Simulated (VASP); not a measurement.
The system is Ru.

```
CELL_PARAMETERS angstrom
2.44628 0.00000 0.00000
0.00000 2.44628 0.00000
0.00000 0.00000 2.44628
ATOMIC_POSITIONS crystal
Ru 0.00000 0.00000 0.00000
```

The cell was built by a generator and needn't be a form met in nature.

```yaml
Program: VASP 6.6.1
Task: relaxation of cell and atoms
Functional: LDA
Potentials_or_basis: VASP PAW LDA potentials, release 64 (Ru_pv)
Cutoff: 600 eV
k_mesh: 13 × 13 × 13
Occupations: fermi-dirac, width 0.1 eV
Spin: no spin polarisation
```

At the start: pressure 7.0 GPa; volume 14.64 Å³/atom.

Task: Where does the relaxation end?

Result: Over 4 steps the energy falls by 8.0 meV/atom and the volume is 15.02 Å³/atom (+2.6 %); space group Pm-3m (No. 221, to 0.05 Å).

Step by step:
| step | energy change (eV) | largest force (eV/Å) | pressure (GPa) | volume (Å³) |
| --- | --- | --- | --- | --- |
| 1 | 0.0000 | 0.0000 | 7.04 | 14.64 |
| 2 | 0.0432 | 0.0000 | -14.98 | 16.04 |
| 3 | -0.0080 | 0.0000 | -0.15 | 15.02 |
| 4 | -0.0080 | 0.0000 | -0.09 | 15.02 |

Final structure:
```cif
data_structure
_symmetry_space_group_name_H-M 'P 1'
_symmetry_Int_Tables_number 1
_cell_length_a 2.4671
_cell_length_b 2.4671
_cell_length_c 2.4671
_cell_angle_alpha 90.000
_cell_angle_beta 90.000
_cell_angle_gamma 90.000
_cell_volume 15.02
loop_
_atom_site_label
_atom_site_type_symbol
_atom_site_fract_x
_atom_site_fract_y
_atom_site_fract_z
_atom_site_occupancy
Ru1 Ru 0.00000 0.00000 0.00000 1
```
